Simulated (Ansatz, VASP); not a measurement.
**InSbAs2 (CuAu-ordered zincblende type (invented)): VASP beside Ansatz**

One calculation is typed for both programs; each brings its own data sets. How far apart do they land? The cell is generated by rule, not measured, and may not be a known phase. The cell is taken from a series of runs on this material, whose earlier steps may have relaxed, scaled, displaced or heated it; both programs get it as it stands.

Program: Ansatz 0.2.0. Level of theory: plane waves, with VASP 6.6.1 beside it; relaxation of cell and atoms at PBEsol. Results are calculated unless marked as measured.

## (1) Starting point

It takes space group P-4m2 (No. 115, tetragonal). The conventional cell has a = 4.287 Å, b = 4.287 Å, c = 6.062 Å, α = 90.00°, β = 90.00°, γ = 90.00°. Nearest to In lie 4 As at 2.63 Å. Nearest to Sb lie 4 As at 2.63 Å. Nearest to As lie 2 In at 2.63 Å and 2 Sb at 2.63 Å. Farther neighbours are not listed.

## (2) VASP: relaxation of cell and atoms, PBEsol, pair 1

The relaxed volume is the usual yardstick between codes: in a stiff, nearly cubic crystal its relative difference is about their pressure difference at one cell divided by the bulk modulus.

Lines of VASP's logs that name or quote its potential files are left out, and so is its time.

Contents of INCAR:

```
SYSTEM = InSbAs2
PREC = Accurate
ENCUT = 500
EDIFF = 1E-07
NELM = 120
ISMEAR = 0
SIGMA = 0.1
LREAL = .FALSE.
ALGO = Normal
GGA = PS
NBANDS = 20
LORBIT = 11
LWAVE = .FALSE.
LCHARG = .FALSE.
ISIF = 3
IBRION = 2
NSW = 80
EDIFFG = -0.005
LASPH = .TRUE.
GGA_COMPAT = .FALSE.
NELMIN = 4
KPAR = 2
```

Contents of POSCAR:

```
InSbAs2
1.0
    4.2866100000      0.0000000000      0.0000000000
    0.0000000000      4.2866100000      0.0000000000
    0.0000000000      0.0000000000      6.0621800000
In Sb As
1 1 2
Direct
    0.0000000000      0.0000000000      0.0000000000
    0.5000000000      0.5000000000      0.5000000000
    0.0000000000      0.5000000000      0.2500000000
    0.5000000000      0.0000000000      0.7500000000
```

Contents of KPOINTS:

```
Automatic mesh
0
Gamma
6 6 4
0 0 0
```

PAW data sets: In_d, Sb and As (PBE family, release 64).

Started as:

```console
mpirun -np 2 vasp_std
```

Numbers of over 12 decimals in the logs are rounded to 6 here.

Output:

```text
[banner, memory and clock lines left out]
running    2 mpi-ranks, on    1 nodes
 distrk:  each k-point on    1 cores,    2 groups
 distr:  one band on    1 cores,    1 groups

 POSCAR found type information on POSCAR InSbAs
 POSCAR found :  3 types and       4 ions
|                                                                             |
|               ----> ADVICE to this user running VASP <----                  |
|                                                                             |
|     You enforced a specific xc type in the INCAR file but a different       |
|     [... a line on the potential file left out ...]
|     I HOPE YOU KNOW WHAT YOU ARE DOING!                                     |
|                                                                             |

 LDA part: xc-table for (Slater+PW92), standard interpolation
 POSCAR, INCAR and KPOINTS ok, starting setup
 FFT: planning ... GRIDC
 FFT: planning ... GRID_SOFT
 FFT: planning ... GRID
 WAVECAR not read
 entering main loop
       N       E                     dE             d eps       ncg     rms          rms(c)
DAV:   1     0.192278397572E+03    0.19228E+03   -0.11244E+04  1200   0.126E+03
DAV:   2     0.215248227548E+01   -0.19013E+03   -0.18314E+03  1272   0.303E+02
DAV:   3    -0.164822136327E+02   -0.18635E+02   -0.18121E+02  1588   0.994E+01
DAV:   4    -0.171693654494E+02   -0.68715E+00   -0.68070E+00  1428   0.195E+01
DAV:   5    -0.171984384091E+02   -0.29073E-01   -0.29058E-01  1776   0.421E+00    0.606E+00
DAV:   6    -0.168279004020E+02    0.37054E+00   -0.72426E-01  1836   0.104E+01    0.364E+00
DAV:   7    -0.167873024717E+02    0.40598E-01   -0.22408E-01  1568   0.338E+00    0.891E-01
DAV:   8    -0.167820676222E+02    0.52348E-02   -0.20582E-02  1584   0.128E+00    0.320E-01
DAV:   9    -0.167818351760E+02    0.23245E-03   -0.26456E-03  1384   0.344E-01    0.809E-02
DAV:  10    -0.167818660761E+02   -0.30900E-04   -0.20311E-04  1680   0.110E-01    0.508E-02
DAV:  11    -0.167818859576E+02   -0.19881E-04   -0.38509E-05  1412   0.467E-02    0.757E-03
DAV:  12    -0.167818853410E+02    0.61660E-06   -0.23425E-06  1452   0.123E-02    0.371E-03
DAV:  13    -0.167818855351E+02   -0.19415E-06   -0.11737E-06  1340   0.540E-03    0.901E-04
DAV:  14    -0.167818854608E+02    0.74318E-07   -0.11373E-07  1000   0.394E-03
   1 F= -.16781885E+02 E0= -.16776602E+02  d E =-.167819E+02
[... from here on, the cycles between the ionic steps are left out ...]
   2 F= -.17020099E+02 E0= -.17015215E+02  d E =-.238213E+00
  17 F= -.17328864E+02 E0= -.17327251E+02  d E =0.777670E-02
  18 F= -.17337210E+02 E0= -.17335736E+02  d E =-.569198E-03
  19 F= -.17334951E+02 E0= -.17333321E+02  d E =0.225922E-02
  20 F= -.17337576E+02 E0= -.17336080E+02  d E =-.366129E-03
  21 F= -.17337190E+02 E0= -.17335650E+02  d E =0.386190E-03
  22 F= -.17337756E+02 E0= -.17336243E+02  d E =-.179234E-03
  23 F= -.17337134E+02 E0= -.17335614E+02  d E =0.621765E-03
  24 F= -.17337797E+02 E0= -.17336283E+02  d E =-.417592E-04
  25 F= -.17337792E+02 E0= -.17336280E+02  d E =0.506762E-05
 trial-energy change:    0.000005  1 .order    0.000003   -0.000031    0.000038
 step:   1.8974(harm=  2.0503)  dis= 0.00083  next Energy=   -17.337804 (dE=-0.637E-05)
 bond charge predicted
       N       E                     dE             d eps       ncg     rms          rms(c)
DAV:   1    -0.173378161102E+02   -0.23678E-04   -0.17918E-03  1328   0.419E-01    0.273E-02
DAV:   2    -0.173378059396E+02    0.10171E-04   -0.10987E-04  1532   0.121E-01    0.111E-02
DAV:   3    -0.173378033069E+02    0.26327E-05   -0.10171E-05  1612   0.473E-02    0.351E-03
DAV:   4    -0.173378035240E+02   -0.21700E-06   -0.60825E-07  1336   0.543E-03    0.170E-03
DAV:   5    -0.173378037591E+02   -0.23515E-06   -0.57706E-08   704   0.234E-03    0.493E-04
DAV:   6    -0.173378038336E+02   -0.74530E-07   -0.25049E-08   636   0.165E-03
  26 F= -.17337804E+02 E0= -.17336290E+02  d E =-.634143E-05
 curvature:  -1.26 expect dE=-0.312E-05 dE for cont linesearch -0.255E-07
 trial: gam= 0.30414 g(F)=  0.159E-06 g(S)=  0.232E-05 ort = 0.413E-06 (trialstep = 0.403E+01)
 search vector abs. value=  0.351E-05
 reached required accuracy - stopping structural energy minimisation
```

Parts of OUTCAR (step 2):

```text
ion  position               nearest neighbor table
   1  0.000  0.000  0.000-   3 2.63   4 2.63   3 2.63   4 2.63
   2  0.500  0.500  0.500-   3 2.63   4 2.63   4 2.63   3 2.63
   3  0.000  0.500  0.250-   1 2.63   2 2.63   1 2.63   2 2.63
   4  0.500  0.000  0.750-   1 2.63   2 2.63   2 2.63   1 2.63

  LATTYP: Found a simple tetragonal cell.
 ALAT       =     4.2866100000
 C/A-ratio  =     1.4142130961

 Subroutine GETGRP returns: Found  8 space group operations
 (whereof  8 operations were pure point group operations)

The static configuration has the point symmetry D_2d.

 Found     30 irreducible k-points:

   k-points           NKPTS =     30   k-points in BZ     NKDIM =     30   number of bands    NBANDS=     20

   dimension x,y,z NGX =    32 NGY =   32 NGZ =   48
   dimension x,y,z NGXF=    64 NGYF=   64 NGZF=   96

   ENCUT  =  500.0 eV  36.75 Ry    6.06 a.u.   7.82  7.82 11.05*2*pi/ulx,y,z

   NELECT =      28.0000    total number of electrons

 k-points in reciprocal lattice and weights: Automatic mesh
   0.00000000  0.00000000  0.00000000       0.007
   0.16666667  0.00000000  0.00000000       0.028
   0.33333333  0.00000000  0.00000000       0.028
   0.50000000  0.00000000  0.00000000       0.014
   0.16666667  0.16666667  0.00000000       0.028
   0.33333333  0.16666667  0.00000000       0.056
   0.50000000  0.16666667  0.00000000       0.028
   0.33333333  0.33333333  0.00000000       0.028
   0.50000000  0.33333333  0.00000000       0.028
[...]
0.50000000  0.33333333  0.50000000       0.028
   0.50000000  0.50000000  0.50000000       0.007

 average (electrostatic) potential at core
       1 -96.2385       2 -87.6902       3 -49.5019       4 -49.5019

 E-fermi :   5.2131

 k-point     1 :       0.0000    0.0000    0.0000
  band No.  band energies     occupation
    ...
     12       3.4985      2.00000
     13       3.4985      2.00000
     14       4.2702      2.00000
     15       4.4005      2.00000
     16       4.9056      1.99999
     17       7.5332      0.00000
     18       8.1081      0.00000
     19       8.1081      0.00000
     20      10.6901      0.00000

 k-point     2 :       0.1667    0.0000    0.0000
  band No.  band energies     occupation
    ...
     12       3.2692      2.00000
     13       3.9256      2.00000
     14       4.4312      2.00000
     15       4.7789      2.00000
     16       5.2189      0.93486
     17       7.4661      0.00000
     18       8.1975      0.00000
     19       8.4991      0.00000
     20      10.6945      0.00000

 k-point     3 :       0.3333    0.0000    0.0000
  band No.  band energies     occupation
    ...
     10       0.7388      2.00000
     11       1.4523      2.00000
     12       2.7484      2.00000
     13       3.4195      2.00000
     14       4.1792      2.00000
     15       6.0928      0.00000
     16       6.4047      0.00000
     17       7.9312      0.00000
     18       8.4814      0.00000
     19       9.0426      0.00000
    ...

  Total       -0.0046705     -0.0046705     -0.0121951      0.0000000     -0.0000000      0.0000000
  in kB       -0.0672053     -0.0672053     -0.1754797      0.0000000     -0.0000000      0.0000000
  external PRESSURE =      -0.1032968 kB  Pullay stress =       0.0000000 kB

  energy-cutoff  :      500.00
  volume of cell :      111.34
      direct lattice vectors                 reciprocal lattice vectors
     4.844832845 -0.000000000 -0.000000000     0.206405470  0.000000000  0.000000000
     0.000000000  4.844832845  0.000000000    -0.000000000  0.206405470 -0.000000000
     0.000000000  0.000000000  4.743630226     0.000000000 -0.000000000  0.210809012

 POSITION                                       TOTAL-FORCE (eV/Angst)
 -----------------------------------------------------------------------------------
      0.00000      0.00000      0.00000         0.000000     -0.000000      0.000000
      2.42242      2.42242      2.37182         0.000000     -0.000000      0.000000
      0.00000      2.42242      1.23422        -0.000000     -0.000000     -0.001283
      2.42242      0.00000      3.50941         0.000000      0.000000      0.001283
 -----------------------------------------------------------------------------------
    total drift:                                0.000000      0.000000     -0.000000

  FREE ENERGIE OF THE ION-ELECTRON SYSTEM (eV)
  ---------------------------------------------------
  free  energy   TOTEN  =       -17.3378038336 eV

  energy  without entropy=      -17.3347764464  energy(sigma->0) =      -17.33629014

 reached required accuracy - stopping structural energy minimisation

 total charge
# of ion       s       p       d       tot
------------------------------------------
    1        0.878   0.603   9.879  11.360
    2        1.206   1.150   0.053   2.409
    3        1.268   1.444   0.032   2.744
    4        1.268   1.444   0.032   2.744
--------------------------------------------------
tot          4.621   4.640   9.995  19.257

[... 3 further parts left out ...]
```

## (3) Ansatz: relaxation of cell and atoms, PBEsol, pair 1

Ansatz runs on its default PAW (the set named soft_2) files.

The same cell, functional, mesh and smearing now go to Ansatz, which takes its cutoff from its data sets.

Contents of input.yaml:

```yaml
crystal:
  lattice:
    - [4.28661, 0.0, 0.0]
    - [0.0, 4.28661, 0.0]
    - [0.0, 0.0, 6.06218]
  atoms:
    - { symbol: In, position: [0.0, 0.0, 0.0] }
    - { symbol: Sb, position: [0.5, 0.5, 0.5] }
    - { symbol: As, position: [0.0, 0.5, 0.25] }
    - { symbol: As, position: [0.5, 0.0, 0.75] }
kpoints:
  mp_grid: { grid: [6, 6, 4] }
hamiltonian:
  xc: pbesol
scf:
  occupations: { method: gaussian, width: 0.1 }
output:
  forces: true
  stress: true
  eigenvalues: true
relax:
  adjacent_minimum: "off"
  f_tol: 0.05
  max_steps: 80
  cell: { stress_tol: 0.5 }
```

Started as:

```console
ansatz run input.yaml --threads 2 --pin off --max-ram 5120MiB --backend cpu --events-out ev --progress --plain --runs-dir out
```

Output:

```text
The last accepted step is kept in <dir> (removed where the run ends without a failure and the disk answers)
Engine: ansatz 0.2.0, x86_64-unknown-linux-gnu
Pseudopotentials: kind: paw
Pseudopotential: In, paw, valence charge 13, recommended cutoff 420 eV (normal), In.paw.azcp
Pseudopotential: Sb, paw, valence charge 15, recommended cutoff 420 eV (normal), Sb.paw.azcp
Pseudopotential: As, paw, valence charge 15, recommended cutoff 420 eV (normal), As.paw.azcp
Functional definition: PBEsol
  exchange = pbesol_x
  correlation = pbesol_c
Crystal: 4 atoms, lattice volume = 111.393 Å³
Basis set: ecut = 420 eV, 2173 PW (Γ), exchange–correlation on 60×60×90 points (8 copies of the dense FFT grid, shifted against one another)
Bands: 35, of which v1, the nominal top of the filled ones, is band 29 counted from 1 (28 counted from 0)
Symmetry: 8 space group operations
Space group: P-4m2 (ITA 115), of the structure as read, at distance tolerance 4.8e-5 Å
k-points: 30 of 144 (time reversal used)
Non-local potential: In, projectors of the file, l = 0: 2, l = 1: 2, l = 2: 2, l = 3: 2
Non-local potential: Sb, projectors of the file, l = 0: 2, l = 1: 2, l = 2: 2, l = 3: 2
Non-local potential: As, projectors of the file, l = 0: 2, l = 1: 2, l = 2: 3, l = 3: 1
PAW form: soft (Blöchl's): semilocal exchange-correlation on the pseudo side does not see the compensation charge
PAW frozen core: In, regenerated for the run's functional, and the local potential with it (the file was generated under x = pbe(κ = 0.804, μ = 0.219515), c = pbe(β = 0.066725))
PAW frozen core: Sb, regenerated for the run's functional, and the local potential with it (the file was generated under x = pbe(κ = 0.804, μ = 0.219515), c = pbe(β = 0.066725))
PAW frozen core: As, regenerated for the run's functional, and the local potential with it (the file was generated under x = pbe(κ = 0.804, μ = 0.219515), c = pbe(β = 0.066725))
PAW one-centre angular grid: In, 590 points (default); XC on 64 Gauss nodes
PAW one-centre angular grid: Sb, 590 points (default); XC on 64 Gauss nodes
PAW one-centre angular grid: As, 590 points (default); XC on 64 Gauss nodes
Initial density: superposition of atomic densities (neutral atoms: chi_scale 0, normalization atom), corrected by the library's trained network
Initial wavefunctions: pseudopotential atomic-orbital guess
Functional: x = pbesol(κ = 0.804, μ = 0.123457), c = pbesol(β = 0.046)
SCF iter   1: F=—  HF=-21558.580003 eV  |F-HF|=—  |Δ(HF+E_count)|=         —  Δρ=3.13e-3  dr2=1.77e-2  ethr=1.77e-3  ⟨swp⟩=6.7  Hψ=4411  notcnv=0
preconditioner: auto → LDOS  [metal: Δε(μ)=0.031 eV  Ē_g=11.840 eV  σ=0.100 eV  W_gap=0.17  n_scr=28 (ndim 8)  ℏωp=18.6 eV  f_vac=0.065  D(μ)=2.15/eV (n_scr^D=14)  β→1.0]
SCF iter   2: F=—  HF=-21558.571798 eV  |F-HF|=—  |Δ(HF+E_count)|=   8.21e-3  Δρ=1.70e-3  dr2=2.25e-3  ethr=3.06e-5  ⟨swp⟩=2.0  Hψ=2217  notcnv=0  defer=8
SCF iter   3: F=—  HF=-21558.570994 eV  |F-HF|=—  |Δ(HF+E_count)|=   8.04e-4  Δρ=6.29e-4  dr2=5.18e-4  ethr=3.88e-6  ⟨swp⟩=2.0  Hψ=1899  notcnv=0  defer=8
SCF iter   4: F=—  HF=-21558.570771 eV  |F-HF|=—  |Δ(HF+E_count)|=   2.22e-4  Δρ=1.96e-4  dr2=6.71e-5  ethr=8.93e-7  ⟨swp⟩=2.0  Hψ=1883  notcnv=0  defer=8
SCF iter   5: F=—  HF=-21558.570762 eV  |F-HF|=—  |Δ(HF+E_count)|=   9.08e-6  Δρ=4.47e-5  dr2=4.49e-6  ethr=1.16e-7  ⟨swp⟩=2.0  Hψ=1598  notcnv=0  defer=8
SCF iter   6: F=—  HF=-21558.570762 eV  |F-HF|=—  |Δ(HF+E_count)|=   8.18e-7  Δρ=1.23e-5  dr2=1.81e-7  ethr=7.73e-9  ⟨swp⟩=2.0  Hψ=1899  notcnv=0  defer=8
SCF iter   7: F=-21558.570762 eV  HF=-21558.570762 eV  |F-HF|=3.66e-8  |Δ(HF+E_count)|=   9.81e-8  Δρ=4.68e-6  dr2=2.91e-8  ethr=1.72e-10  ⟨swp⟩=7.9  Hψ=4496  notcnv=0
SCF 1 converged in 7 iterations: F = -21558.570762 eV  dr2 = 2.91e-8
  greatest PAW one-centre occupation: 0.999 electrons in one spin orbital (limit 2), on the As atom at site 2 (counted from 0), in its partial waves of l = 2
relax step   1: F+E_penalty+E_count = -21558.57076163 eV  Δ(F+E_penalty+E_count) = +0.000e0 eV  max|allowed force component| = 5.210e-1 eV/Å  Δτ_max = 0.0000 Å  P = +6.336 GPa  Ω = 111.393 Å³  (7 SCF iters, dr2 threshold 1.00e-7 eV, accepted)
[...]
relax step   8: F+E_penalty+E_count = -21559.09787917 eV  Δ(F+E_penalty+E_count) = -4.213e-2 eV  max|allowed force component| = 7.996e-2 eV/Å  Δτ_max = 0.0374 Å  P = -0.013 GPa  Ω = 111.924 Å³  energy of the carried Pulay correction = -1.046e-4 eV  (7 SCF iters, dr2 threshold 4.00e-7 eV, accepted)
[...]
relax step   9: F+E_penalty+E_count = -21559.10016568 eV  Δ(F+E_penalty+E_count) = -2.287e-3 eV  max|allowed force component| = 1.533e-3 eV/Å  Δτ_max = 0.0175 Å  P = -0.029 GPa  Ω = 111.029 Å³  energy of the carried Pulay correction = +7.188e-5 eV  (6 SCF iters, dr2 threshold 4.00e-7 eV, accepted)
[...]
relax step  10: F+E_penalty+E_count = -21559.11182614 eV  Δ(F+E_penalty+E_count) = -1.166e-2 eV  max|allowed force component| = 1.355e-3 eV/Å  Δτ_max = 0.0000 Å  P = +0.171 GPa  Ω = 111.029 Å³  stress off target by 2.61e-1 GPa  SCF on the basis re-selected at this cell (its energy is not comparable with the rows above)  (6 SCF iters)
basis re-selected at this cell: Δ(F+E_penalty+E_count) = -1.166e-2 eV, ΔP = +0.200 GPa vs the last step (what re-selecting the basis moved, of the pressure what is left beyond the Pulay correction that the steps carried, after the strain that the cell walked since its last selection, with what the two solves' SCF thresholds leave and, on support functions, any second-order correction that the steps lacked; it is no measure of the basis error at this ecutwfc). The dense FFT grid was sized anew with the basis: this SCF ran on 36×36×32 points, the steps before it on 30×30×45, so part of this shift can come from that change (see relax.cell in the input reference). [rest of the remark cut]
SCF converged after 6 iterations
Free energy (F): -21559.111826 eV
Harris-Foulkes:  -21559.111826 eV  (|F-HF|=3.27e-11)
Internal energy: -21559.108690 eV  (E = F + TS)
E sigma→0 (E₀):  -21559.110258 eV
Entropy (-TS):   -0.003136 eV (-0.784 meV/atom)
Fermi energy:    8.708880 eV
--- Per-component energies (eV) ---
  E_band       = -756.521047
  E_kinetic    = 655.875164
  E_local      = -6773.116133  (includes V_loc(G=0)·N_el)
  E_nonlocal   = -603.908150
  E_hartree    = 3326.265079
  E_xc         = -507.633511
  E_vxc        = -353.983539  (∫ρ·V_xc dr)
  E_paw        = -12169.216860  (= ΣΔE_a)
  E_vpaw       = -333.918374  (= ΣTr[D̂ρ^β])
  E_aug_tail   = 0.000039  (compensation charges beyond the density's cutoff)
  E_ewald      = -5489.874934
  E_core_change = 2.500617  (= ΣΔE_core)
  E_smearing   = -0.003136  (= −TS)
  E_closure    = 0.000000  (closes the sum)
  Σ components = -21559.111826   (vs F -21559.111826, Δ=0.00e0)
--- Forces (eV/Å), atoms counted from 1 ---
  atom   1  In     0.00000000    -0.00000000     0.00000000
  atom   2  Sb    -0.00000000     0.00000000     0.00000000
  atom   3  As     0.00000000    -0.00000000    -0.00135495
  atom   4  As     0.00000000    -0.00000000     0.00135495
  max |Σ_I F_I| component: 7.52e-16 eV/Å
--- Stress (GPa, compression-positive) ---
        0.261186       0.000000       0.000000
        0.000000       0.261186       0.000000
        0.000000       0.000000      -0.009587
  P = ⅓ Tr σ = 0.1709 GPa (1.709 kbar)
--- Band table (eV; the first three rows and the last of 30) ---
  k-point 0: bands = [... 25 lower, 5.9086, 6.9813, 6.9813, 7.7326, 7.8966, 8.3681, 11.0024, 11.5645, ... 2 higher]
  k-point 1: bands = [... 25 lower, 5.0082, 6.5437, 6.5437, 7.0688, 8.2830, 9.5568, 10.6641, 11.6229, ... 2 higher]
  k-point 2: bands = [... 25 lower, 4.4342, 5.9715, 5.9715, 7.3189, 7.4362, 10.5346, 10.9794, 12.0593, ... 2 higher]
  k-point 29: bands = [... 25 lower, 4.5949, 4.5949, 4.9390, 11.1400, 12.1824, 12.1824, 12.4439, 12.5016, ... 2 higher]
--- Relaxed structure (9 steps of the walk, 9 accepted, 1 SCFs on fresh bases) ---
  F+E_penalty+E_count = -21559.11182614 eV   max|allowed force component| = 1.355e-3 eV/Å   (the final SCF, on the basis selected at the relaxed cell)
  cell:  # Å, volume = 111.0292 Å³
    - [4.828307, 0, 0]
    - [0, 4.828307, 0.0]
    - [0, 0.0, 4.762639]
  atoms:
    - { symbol: In, position: [0, 0, 0] }
    - { symbol: Sb, position: [0.5, 0.5, 0.5] }
    - { symbol: As, position: [0, 0.5, 0.260657] }
    - { symbol: As, position: [0.5, 0, 0.739343] }
```

## (4) Side by side

Known differences besides the potentials themselves: the data sets hold 58 valence electrons in Ansatz (on its default PAW (the set named soft_2) files) and 28 in VASP; the cutoff is 420 eV in Ansatz and 500 eV in VASP; Ansatz makes its cores anew for this functional, VASP keeps those of its PBE data sets; Ansatz adds a Pulay correction to the stress that steers its cell, VASP none. Total energies have different zeros and are not compared.

Compared:

| quantity | Ansatz | VASP | difference |
| --- | --- | --- | --- |
| volume (Å³) | 111.03 | 111.34 | -0.28 % |
| edge a after relaxation, in the typed setting (Å) | 4.828 | 4.845 | -0.34 % |
| edge c after relaxation, in the typed setting (Å) | 4.763 | 4.744 | +0.40 % |

[end of part 1 of 2]

[Lines on the potential files, build, host, timing and source positions are cut from VASP's logs without a mark.]

[Logs are printed without paths, hosts, clocks, repeated set-up lines and the standing remarks that a program may print on its own settings, such as how far it seeks lower states.]

[Hosts, paths, dates, database ids (printed as entryN), source tags and the programs' standing remarks are cut or masked in the printed files.]
